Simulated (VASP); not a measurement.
ZnSn4: relaxation of cell and atoms with PBE

The system is ZnSn4.

```
Zn Sn
1.0
    -3.14253    3.14253    3.14253
     3.14253   -3.14253    3.14253
     3.14253    3.14253   -3.14253
Zn Sn
1 4
Direct
  0.00000 0.00000 0.00000
  0.00000 0.00000 0.50000
  0.00000 0.50000 0.00000
  0.50000 0.00000 0.00000
  0.50000 0.50000 0.50000
```

The cell was built by a generator and needn't be a form met in nature.

The cell isn't the ideal one: species swapped into the MnGa4 type (Im-3m, No. 229).

```json
{
  "Program": "VASP 6.6.1",
  "Task": "relaxation of cell and atoms",
  "Functional": "PBE",
  "Potentials or basis": "VASP PAW PBE potentials, release 64 (Zn, Sn_d)",
  "Cutoff": "600 eV",
  "k mesh": "4 × 4 × 4",
  "Occupations": "gaussian, width 0.1 eV",
  "Spin": "no spin polarisation",
  "Dipole correction": "no",
  "Further INCAR settings": "ALGO = Normal; EDIFF = 1e-06; IBRION = 2; EDIFFG = -0.04; NSW = 90; ISIF = 3"
}
```

The relaxed volume is 27.92 Å³/atom, the relaxed cell is a = 5.660 Å, b = 5.660 Å, c = 5.660 Å, α = 109.47°, β = 109.47°, γ = 109.47° and the space group after relaxing (to 0.05 Å) is Im-3m (No. 229). The energy gained by relaxing is 62.9 meV/atom and the ionic steps are 3. The pressure after relaxing is 0.0 GPa and the band gap on the k mesh is none (metal or under the smearing width).

Step by step:
| step | energy change (eV) | largest force (eV/Å) | pressure (GPa) | volume (Å³) |
| --- | --- | --- | --- | --- |
| 1 | 0.0000 | 0.0000 | 7.25 | 124.14 |
| 2 | -0.2834 | 0.0000 | -1.68 | 145.42 |
| 3 | -0.3147 | 0.0000 | 0.02 | 139.62 |

Final structure:
```
Zn Sn
1.0
    -3.26808    3.26808    3.26808
     3.26808   -3.26808    3.26808
     3.26808    3.26808   -3.26808
Zn Sn
1 4
Cartesian
  0.0000 0.0000 0.0000
  1.6340 1.6340 -1.6340
  1.6340 -1.6340 1.6340
  -1.6340 1.6340 1.6340
  1.6340 1.6340 1.6340
```

Levels at points of the mesh, in eV from the Fermi level:
```tsv
k point	band 32	band 33	band 34	band 35	band 36	band 37
(0.00, 0.00, 0.00)	-3.45	-2.04	-2.04	-2.04	-1.53	2.67
(0.50, 0.00, 0.00)	-0.91	-0.73	-0.07	0.26	1.36	1.63
(0.50, 0.50, 0.50)	-2.65	-0.28	-0.28	-0.28	3.45	3.45
```

It took 2.4 min on 1 thread of Intel(R) Xeon(R) Platinum 8259CL CPU @ 2.50GHz (Skylake/Cascade Lake) (shared host), peak memory 0.35 GiB.
